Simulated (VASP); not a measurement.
```
CELL_PARAMETERS angstrom
      1.96500    -3.40348     0.00000
      1.96500     3.40348     0.00000
      0.00000     0.00000     5.13000
ATOMIC_POSITIONS crystal
  Ni 0.00000 0.00000 0.50000
  Ni 0.00000 0.00000 0.00000
  Sb 0.33333 0.66667 0.25000
  Sb 0.66667 0.33333 0.75000
```

These are PBE GGA + U (Dudarev), VASP's PBE PAW potentials (set 64) (plane waves; VASP 6.6.1) values and carry that method's errors. Run with 400 eV cut-off, 8×8×6 Γ-centred mesh, first-order Methfessel-Paxton smearing of 0.10 eV, potentials Ni Sb, U − J: Ni 1.00 eV.

Unless said otherwise, spin-orbit coupling is left out, though it shifts the bands of the heavy elements here.

Question: Predict the energy per atom (σ→0), pressure, band gap (on the k-mesh) with the smallest direct gap where there is one.

Answer: 
```
Item                                                        Result
------------------------  ----------------------------------------
band gap (on the k-mesh)  none (metal, semimetal or under 0.01 eV)
energy per atom (σ→0)                               -4.761 eV/atom
pressure                                                 24.7 kbar
```

The absolute energy has meaning only against runs of the same code, potentials and settings.

The compound is NiSb in the NiAs type structure. The cell was not relaxed at this level. The run is one of a series of settings (LDAU = .TRUE., LDAUJ = 0 0, LDAUL = 2 -1, LDAUTYPE = 2, LDAUU = 1.0 0 against the base run), some of them coarse on purpose. The run is not spin-polarised, so no magnetic state was tried.
